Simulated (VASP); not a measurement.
# Sc2InSb3 (I4/mmm) in VASP: band structure with PBE

Aim: the band structure of Sc2InSb3 with PBE.

Program: VASP 6.6.1. These are calculated values, not measurements. Logs are shortened: lines on timing, memory, paths and dates and some standing lists are left out, and cuts for length are marked.

### Step 1. Starting point

Symmetry: I4/mmm, No. 139, tetragonal system. The conventional cell has a = 4.184 Å, b = 4.184 Å, c = 18.630 Å, α = 90.00°, β = 90.00°, γ = 90.00°. Sc (site symmetry 4mm) has 6 Sb at 2.96 to 3.13 Å as nearest neighbours. Around In (site symmetry 4/mmm) lie 6 Sb at 2.96 to 3.21 Å. Around Sb (site symmetry 4mm) lie 5 Sc at 2.96 to 2.98 Å and 1 In at 3.21 Å. Sb (site symmetry 4/mmm) is surrounded by 4 In at 2.96 Å and 2 Sc at 3.13 Å.

The cell was built by a generator and needn't be a form met in nature.

### Step 2. Band structure, PBE

Contents of INCAR:

```
SYSTEM = Sc2InSb3
PREC = Accurate
ENCUT = 520
EDIFF = 1E-6
ISMEAR = 0
SIGMA = 0.1
LREAL = .False.
LASPH = .True.
NELM = 80
ALGO = Normal
ISIF = 2
LWAVE = .False.
LCHARG = .False.
LMAXMIX = 4
GGA = PE
KPAR = 4
```

Contents of KPOINTS:

```
regular mesh
0
Gamma
  10 10 10
  0 0 0
```

Contents of POSCAR:

```
Sc2InSb3
1.0
   -2.0920600000      2.0920600000      9.3151300000
    2.0920600000     -2.0920600000      9.3151300000
    2.0920600000      2.0920600000     -9.3151300000
Sc In Sb
2 1 3
Direct
    0.6679730000      0.6679730000      0.0000000000
    0.3320270000      0.3320270000      0.0000000000
    0.0000000000      0.0000000000      0.0000000000
    0.8279420000      0.8279420000      0.0000000000
    0.1720580000      0.1720580000      0.0000000000
    0.5000000000      0.5000000000      0.0000000000
```

Contents of KPOINTS_OPT:

```
path GXYSGZS1NPY1Z,XP
10
line-mode
reciprocal
 0.0000000000  0.0000000000  0.0000000000  G
 0.0000000000  0.0000000000  0.5000000000  X

 0.0000000000  0.0000000000  0.5000000000  X
-0.0252197302  0.0252197302  0.5000000000  Y

-0.0252197302  0.0252197302  0.5000000000  Y
-0.2626098651  0.2626098651  0.2626098651  S

-0.2626098651  0.2626098651  0.2626098651  S
 0.0000000000  0.0000000000  0.0000000000  G

 0.0000000000  0.0000000000  0.0000000000  G
 0.5000000000  0.5000000000 -0.5000000000  Z

 0.5000000000  0.5000000000 -0.5000000000  Z
 0.2626098651  0.7373901349 -0.2626098651  S1

 0.2626098651  0.7373901349 -0.2626098651  S1
 0.0000000000  0.5000000000  0.0000000000  N

 0.0000000000  0.5000000000  0.0000000000  N
 0.2500000000  0.2500000000  0.2500000000  P

 0.2500000000  0.2500000000  0.2500000000  P
 0.5000000000  0.5000000000 -0.0252197302  Y1

 0.5000000000  0.5000000000 -0.0252197302  Y1
 0.5000000000  0.5000000000 -0.5000000000  Z

 0.0000000000  0.0000000000  0.5000000000  X
 0.2500000000  0.2500000000  0.2500000000  P
```

Potentials or basis: VASP PAW PBE potentials, release 64 (Sc_sv, In_d, Sb).

Command:

```sh
> cat potpaw_PBE.64/Sc_sv/POTCAR potpaw_PBE.64/In_d/POTCAR potpaw_PBE.64/Sb/POTCAR > POTCAR
> mpirun -np 4 vasp_std > vasp.out
```

OUTCAR:

```text
SYSTEM = Sc2InSb3
   PREC = Accurate
   ENCUT = 520
   EDIFF = 1E-6
   ISMEAR = 0
   LREAL = .False.
   LASPH = .True.
   NELM = 80
   ISIF = 2
   GGA = PE

 ion  position               nearest neighbor table
   1  0.668  0.668  0.000-   5 2.96   5 2.96   5 2.96   5 2.96   4 2.98   6 3.13
   2  0.332  0.332  0.000-   4 2.96   4 2.96   4 2.96   4 2.96   5 2.98   6 3.13
   3  0.000  0.000  0.000-   6 2.96   6 2.96   6 2.96   6 2.96   5 3.21   4 3.21
   4  0.828  0.828  0.000-   2 2.96   2 2.96   2 2.96   2 2.96   1 2.98   3 3.21
   5  0.172  0.172  0.000-   1 2.96   1 2.96   1 2.96   1 2.96   2 2.98   3 3.21
   6  0.500  0.500  0.000-   3 2.96   3 2.96   3 2.96   3 2.96   2 3.13   1 3.13

  LATTYP: Found a body centered tetragonal cell.
 ALAT       =     4.1841200000
 C/A-ratio  =     4.4526113018

  Lattice vectors:

 A1 = (  -2.0920600000,   2.0920600000,   9.3151300000)
 A2 = (   2.0920600000,  -2.0920600000,   9.3151300000)
 A3 = (   2.0920600000,   2.0920600000,  -9.3151300000)

Analysis of symmetry for initial positions (statically):
=====================================================================
 Subroutine PRICEL returns:
 Original cell was already a primitive cell.

 Routine SETGRP: Setting up the symmetry group for a
 body centered tetragonal supercell.

 Subroutine GETGRP returns: Found 16 space group operations
 (whereof 16 operations were pure point group operations)
 out of a pool of 16 trial point group operations.

The static configuration has the point symmetry D_4h.

Analysis of symmetry for dynamics (positions and initial velocities):
=====================================================================
 Subroutine PRICEL returns:
 Original cell was already a primitive cell.

 Routine SETGRP: Setting up the symmetry group for a
 body centered tetragonal supercell.

 Subroutine GETGRP returns: Found 16 space group operations
 (whereof 16 operations were pure point group operations)
 out of a pool of 16 trial point group operations.

The dynamic configuration has the point symmetry D_4h.

 Subroutine INISYM returns: Found 16 space group operations
 (whereof 16 operations are pure point group operations),
 and found     1 'primitive' translations

----------------------------------------------------------------------------------------

                                     Primitive cell

  volume of cell :     163.0787

  direct lattice vectors                    reciprocal lattice vectors
    -2.092060000  2.092060000  9.315130000     0.000000000  0.238998881  0.053676116
     2.092060000 -2.092060000  9.315130000     0.238998881  0.000000000  0.053676116
     2.092060000  2.092060000 -9.315130000     0.238998881  0.238998881  0.000000000

  length of vectors
     9.773693110  9.773693110  9.773693110     0.244952221  0.244952221  0.337995460

  position of ions in fractional coordinates (direct lattice)
     0.667973000  0.667973000  0.000000000
     0.332027000  0.332027000  0.000000000
     0.000000000  0.000000000  0.000000000
     0.827942000  0.827942000  0.000000000
     0.172058000  0.172058000  0.000000000
     0.500000000  0.500000000  0.000000000

  ion indices of the primitive-cell ions
   primitive index   ion index
                 1           1
                 2           2
                 3           3
                 4           4
                 5           5
                 6           6

----------------------------------------------------------------------------------------

 KPOINTS: regular mesh

Automatic generation of k-mesh.
 Grid dimensions read from file:
 generate k-points for:   10   10   10

 Generating k-lattice:

  Cartesian coordinates                     Fractional coordinates (reciprocal lattice)
     0.000000000  0.023899888  0.005367612     0.100000000 -0.000000000  0.000000000
     0.023899888  0.000000000  0.005367612    -0.000000000  0.100000000  0.000000000
     0.023899888  0.023899888  0.000000000     0.000000000  0.000000000  0.100000000

  Length of vectors
     0.024495222  0.024495222  0.033799546

  Shift w.r.t. Gamma in fractional coordinates (k-lattice)
     0.000000000  0.000000000  0.000000000

 Subroutine IBZKPT returns following result:
 ===========================================

 Found    102 irreducible k-points:

 Following reciprocal coordinates:
            Coordinates               Weight
  0.000000  0.000000  0.000000      1.000000
  0.100000 -0.000000  0.000000      8.000000
  0.200000 -0.000000  0.000000      8.000000
  0.300000  0.000000 -0.000000      8.000000
  0.400000  0.000000  0.000000      8.000000
  0.500000 -0.000000  0.000000      4.000000
[... 16 lines left out ...]
  0.300000  0.300000 -0.000000      8.000000
  0.400000  0.300000  0.000000     16.000000
 [... further k-points ...]
   k-points           NKPTS =    102   k-points in BZ     NKDIM =    102   number of bands    NBANDS=     30
   number of dos      NEDOS =    301   number of ions     NIONS =      6
   total plane-waves  NPLWV = 512000
   dimension x,y,z NGX =    80 NGY =   80 NGZ =   80
   dimension x,y,z NGXF=   160 NGYF=  160 NGZF=  160
   ions per type =               2   1   3
   NGX,Y,Z   is equivalent  to a cutoff of  13.61, 13.61, 13.61 a.u.
   NGXF,Y,Z  is equivalent  to a cutoff of  27.22, 27.22, 27.22 a.u.
 SYSTEM =  Sc2InSb3
   PREC   = accura    normal or accurate (medium, high low for compatibility)
   ISTART =      0    job   : 0-new  1-cont  2-samecut
   ICHARG =      2    charge: 1-file 2-atom 10-const
   ISPIN  =      1    spin polarized calculation?
   LNONCOLLINEAR =      F non collinear calculations
   LSORBIT =      F    spin-orbit coupling
   LASPH  =      T    aspherical Exc in radial PAW
   ENCUT  =  520.0 eV  38.22 Ry    6.18 a.u.  18.17 18.17 18.17*2*pi/ulx,y,z
   NELM   =     80;   NELMIN=  2; NELMDL= -5     # of ELM steps
   EDIFF  = 0.1E-05   stopping-criterion for ELM
   LREAL  =      F    real-space projection
   EDIFFG = 0.1E-04   stopping-criterion for IOM
   NSW    =      0    number of steps for IOM
   IBRION =     -1    ionic relax: 0-MD 1-quasi-New 2-CG
   NFREE  =      0    steps in history (QN), initial steepest desc. (CG)
   ISIF   =      2    stress and relaxation
   ISYM   =      2    0-nonsym 1-usesym 2-fastsym
   POTIM  = 0.5000    time-step for ionic-motion
   TEBEG  =    0.0;   TEEND  =   0.0 temperature during run
   PSTRESS=    0.0 pullay stress
   NELECT =      50.0000    total number of electrons
   NUPDOWN=      -1.0000    fix difference up-down
   EMIN   =  10.00;   EMAX   =-10.00  energy-range for DOS
   EFERMI =   0.00;   METHOD = LEGACY
   ISMEAR =     0;   SIGMA  =   0.10  broadening in eV -4-tet -1-fermi 0-gaus
   EFERMI_NEDOS =   21; number of points for ismear=-14 and -15
   IALGO  =     38    algorithm
   IMIX   =      4    mixing-type and parameters
     AMIX     =   0.40;   BMIX     =  1.00
     AMIX_MAG =   1.60;   BMIX_MAG =  1.00
  volume/ion in A,a.u.               =      27.18       183.42
  Fermi-wavevector in a.u.,A,eV,Ry     =   1.103907  2.086082 16.580201  1.218610
  Thomas-Fermi vector in A             =   2.240372
   LORBIT       =      0    0 simple, 1 ext, 2 COOP (PROOUT), +10 PAW based schemes
   GGA     = PE    functional components
   LHFCALC =     F    Hartree Fock is set to
   AEXX    =    0.0000 exact exchange contribution
   IVDW    =     0    specifies the selected vdW correction
   LEPSILON=     F    determine dielectric tensor
   LRPA    =     F    only Hartree local field effects (RPA)
 non-spin polarized calculation
 Gauss-broadening in eV      SIGMA  =   0.10
  energy-cutoff  :      520.00
  volume of cell :      163.08
 maximum number of plane-waves:      4410
 NGX is ok and might be reduce to    80
   NGX = 37   NGY = 37   NGZ = 37

 number of electron      50.0000000 magnetization

 Free energy of the ion-electron system (eV)
  ---------------------------------------------------
  ext. energy  EPLUGINS =         0.00000000
  ---------------------------------------------------
  free energy    TOTEN  =       -30.75856210 eV

  energy without entropy =      -30.74437051  energy(sigma->0) =      -30.75146630

 E-fermi :   5.8844     XC(G=0):  -9.7870

 val. band max:        5.8843585075   @ k =  -0.1000   0.1000   0.1000
 cond. band min:       5.8855591044   @ k =   0.2000   0.1000  -0.0000
 fundamental gap:      0.0012005969
 Fermi energy:         5.8843826290

 k-point     1 :       0.0000    0.0000    0.0000
  band No.  band energies     occupation
      1     -43.9903      2.00000
      2     -43.9890      2.00000
      3     -22.6434      2.00000
      4     -22.6302      2.00000
      5     -22.5938      2.00000
      6     -22.5938      2.00000
[... 22 lines left out ...]
     29       7.2667      0.00000
     30       7.4136      0.00000

 k-point     2 :       0.1000   -0.0000    0.0000
  band No.  band energies     occupation
      1     -43.9902      2.00000
      2     -43.9890      2.00000
      3     -22.6430      2.00000
      4     -22.6305      2.00000
      5     -22.5952      2.00000
      6     -22.5932      2.00000
[... 22 lines left out ...]
     29       7.3201      0.00000
     30       7.5834      0.00000

 k-point     3 :       0.2000   -0.0000    0.0000
  band No.  band energies     occupation
      1     -43.9900      2.00000
      2     -43.9889      2.00000
      3     -22.6420      2.00000
      4     -22.6314      2.00000
      5     -22.5991      2.00000
      6     -22.5952      2.00000
[... 22 lines left out ...]
     29       7.3586      0.00000
     30       7.7005      0.00000

 k-point     4 :       0.3000    0.0000   -0.0000
  band No.  band energies     occupation
      1     -43.9896      2.00000
      2     -43.9889      2.00000
      3     -22.6405      2.00000
      4     -22.6330      2.00000
      5     -22.6036      2.00000
      6     -22.6009      2.00000
[... 616 lines left out ...]
     29       7.8034      0.00000
     30       7.9067      0.00000

 k-point    23 :       0.3000    0.3000   -0.0000
  band No.  band energies     occupation
      1     -43.9889      2.00000
      2     -43.9885      2.00000
      3     -22.6379      2.00000
      4     -22.6333      2.00000
      5     -22.6043      2.00000
      6     -22.6013      2.00000
[... 22 lines left out ...]
     29       7.7685      0.00000
     30       7.8591      0.00000

 k-point    24 :       0.4000    0.3000    0.0000
  band No.  band energies     occupation
      1     -43.9886      2.00000
      2     -43.9884      2.00000
      3     -22.6365      2.00000
      4     -22.6340      2.00000
      5     -22.6070      2.00000
      6     -22.6055      2.00000
[... 22 lines left out ...]
     29       7.7412      0.00000
     30       7.8830      0.00000

 [... further k-points ...]
[... 5 lines left out ...]
  --------------------------------------------------------------------------------------
  -------------------------------------------------------------------------------------
  Total        0.0087885      0.0087885     -0.0249982      0.0000000      0.0000000     -0.0000000
  in kB        0.0863436      0.0863436     -0.2455963      0.0000000      0.0000000     -0.0000000
  external PRESSURE =      -0.0243030 kB  Pullay stress =       0.0000000 kB

 VOLUME and BASIS-vectors are now :
 -----------------------------------------------------------------------------
  energy-cutoff  :      520.00
  volume of cell :      163.08
      direct lattice vectors                 reciprocal lattice vectors
    -2.092060000  2.092060000  9.315130000     0.000000000  0.238998881  0.053676116
     2.092060000 -2.092060000  9.315130000     0.238998881  0.000000000  0.053676116
     2.092060000  2.092060000 -9.315130000     0.238998881  0.238998881  0.000000000

 POSITION                                       TOTAL-FORCE (eV/Angst)
 -----------------------------------------------------------------------------------
      0.00000      0.00000     12.44451         0.000000      0.000000      0.001379
      0.00000      0.00000      6.18575         0.000000      0.000000     -0.001379
      0.00000      0.00000      0.00000         0.000000      0.000000     -0.000000
      0.00000      0.00000     15.42477        -0.000000     -0.000000     -0.008083
      0.00000      0.00000      3.20549         0.000000      0.000000      0.008083
      0.00000      0.00000      9.31513         0.000000      0.000000     -0.000000
 -----------------------------------------------------------------------------------
    total drift:                               -0.000000      0.000000      0.000000

  FREE ENERGIE OF THE ION-ELECTRON SYSTEM (eV)
  ---------------------------------------------------
  free  energy   TOTEN  =       -30.7585621003 eV

  energy  without entropy=      -30.7443705096  energy(sigma->0) =      -30.75146630
```

Run time: 16 min. Hardware: 4 MPI ranks of Intel Xeon 6975P-C (Granite Rapids), shared host; peak memory 1.3 GiB.

What came out:

```yaml
Free_energy: -30.7586 eV
Pressure: 0.0 GPa
Largest_force: 0.008 eV/Å
Band_gap_along_the_path: none (metal or under the smearing width)
```

Forces on the atoms (eV/Å):
```
Sc   0.000  0.000  0.001
Sc   0.000  0.000 -0.001
In   0.000  0.000  0.000
Sb   0.000  0.000 -0.008
Sb   0.000  0.000  0.008
Sb   0.000  0.000  0.000
```

Levels at the corners of the path, in eV from the Fermi level:
| point | band 22 | band 23 | band 24 | band 25 | band 26 | band 27 | band 28 | band 29 |
| --- | --- | --- | --- | --- | --- | --- | --- | --- |
| Γ | -0.45 | -0.45 | 0.04 | 0.55 | 0.98 | 0.98 | 1.04 | 1.41 |
| X | -1.87 | -1.71 | -1.21 | -1.06 | -0.20 | 0.35 | 0.99 | 1.71 |
| X | -1.87 | -1.71 | -1.21 | -1.06 | -0.20 | 0.35 | 0.99 | 1.71 |
| Y | -1.85 | -1.70 | -1.26 | -1.11 | -0.18 | 0.41 | 0.99 | 1.71 |
| Y | -1.85 | -1.70 | -1.26 | -1.11 | -0.18 | 0.41 | 0.99 | 1.71 |
| S | -1.32 | -1.25 | -0.90 | 0.41 | 1.78 | 1.80 | 2.08 | 2.10 |
| S | -1.32 | -1.25 | -0.90 | 0.41 | 1.78 | 1.80 | 2.08 | 2.10 |
| Γ | -0.45 | -0.45 | 0.04 | 0.55 | 0.98 | 0.98 | 1.04 | 1.38 |
| Γ | -0.45 | -0.45 | 0.04 | 0.55 | 0.98 | 0.98 | 1.04 | 1.38 |
| Z | -0.34 | -0.34 | -0.13 | 0.02 | 0.58 | 0.58 | 0.58 | 1.38 |
| Z | -0.34 | -0.34 | -0.13 | 0.02 | 0.58 | 0.58 | 0.58 | 1.38 |
| S1 | -1.32 | -1.25 | -0.90 | 0.41 | 1.78 | 1.80 | 2.08 | 2.10 |
| S1 | -1.32 | -1.25 | -0.90 | 0.41 | 1.78 | 1.80 | 2.08 | 2.11 |
| N | -1.30 | -1.27 | -0.97 | 0.44 | 1.75 | 1.76 | 2.01 | 2.13 |
| N | -1.30 | -1.27 | -0.97 | 0.44 | 1.75 | 1.76 | 2.02 | 2.13 |
| P | -1.56 | -1.55 | -1.46 | -1.46 | 0.10 | 0.66 | 0.66 | 1.89 |
| P | -1.56 | -1.55 | -1.46 | -1.46 | 0.10 | 0.66 | 0.66 | 1.89 |
| Y1 | -1.85 | -1.70 | -1.26 | -1.11 | -0.18 | 0.41 | 0.99 | 1.71 |
| Y1 | -1.85 | -1.70 | -1.26 | -1.11 | -0.18 | 0.41 | 0.99 | 1.71 |
| Z | -0.34 | -0.34 | -0.13 | 0.02 | 0.58 | 0.58 | 0.58 | 1.38 |
| X | -1.87 | -1.71 | -1.21 | -1.06 | -0.20 | 0.35 | 0.99 | 1.72 |
| P | -1.56 | -1.55 | -1.46 | -1.46 | 0.10 | 0.66 | 0.66 | 1.89 |

Caveat: spin-orbit coupling is left out, which moves the levels of the heavy elements.
